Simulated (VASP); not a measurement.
These are r2SCAN meta-GGA, VASP's PBE PAW potentials (set 64) (plane waves; VASP) values and carry that method's errors.

VASP input:

**KPOINTS**
```
Automatic mesh
0
Gamma
12 12 12
0 0 0
```

**INCAR**
```
ALGO=Normal
EDIFF=1E-6
EDIFFG=-0.01
ENCUT=400
IBRION=2
ISIF=3
ISMEAR=1
LASPH=T
LCHARG=F
LMAXMIX=4
LMIXTAU=T
LREAL=F
LWAVE=F
METAGGA=R2SCAN
NELM=100
NSW=60
PREC=Accurate
SIGMA=0.1
SYSTEM=CoAl
```

POSCAR:
```
CoAl
1
    2.8205296957    -0.0000000000    -0.0000000000
    0.0000000000     2.8205296957     0.0000000000
   -0.0000000000    -0.0000000000     2.8205296957
Al Co
1 1
Direct
  0.5000000000   0.5000000000   0.5000000000
  0.0000000000   0.0000000000   0.0000000000
```

POTCAR, in this order: Al Co (PBE.64 set). Program: vasp_std.

Question: Predict the energy per atom (σ→0), band gap (on the k-mesh).

Answer: 
```yaml
energy per atom (σ→0): -10.539 eV/atom
band gap (on the k-mesh): none (metal, semimetal or under 0.01 eV)
```

OSZICAR:
```
...
DAV:   9    -0.210846936024E+02    0.11041E-01   -0.28728E-01  1882   0.932E+00    0.758E-01
DAV:  10    -0.210740690906E+02    0.10625E-01   -0.56140E-02  1866   0.409E+00    0.174E-01
DAV:  11    -0.210786425000E+02   -0.45734E-02   -0.41270E-03  1826   0.963E-01    0.122E-01
DAV:  12    -0.210787039635E+02   -0.61463E-04   -0.15126E-04  2046   0.153E-01    0.204E-02
DAV:  13    -0.210787076240E+02   -0.36605E-05   -0.13372E-05  1876   0.473E-02    0.454E-03
DAV:  14    -0.210787110824E+02   -0.34583E-05   -0.57299E-06  1720   0.285E-02    0.350E-03
DAV:  15    -0.210787120306E+02   -0.94819E-06   -0.57334E-07   876   0.883E-03
   1 F= -.21078712E+02 E0= -.21078769E+02  d E =-.210787E+02
```

The compound is CoAl in the CsCl type structure. It was relaxed first. The start is the result of an earlier pass. The run is not spin-polarised, so no magnetic state was tried.
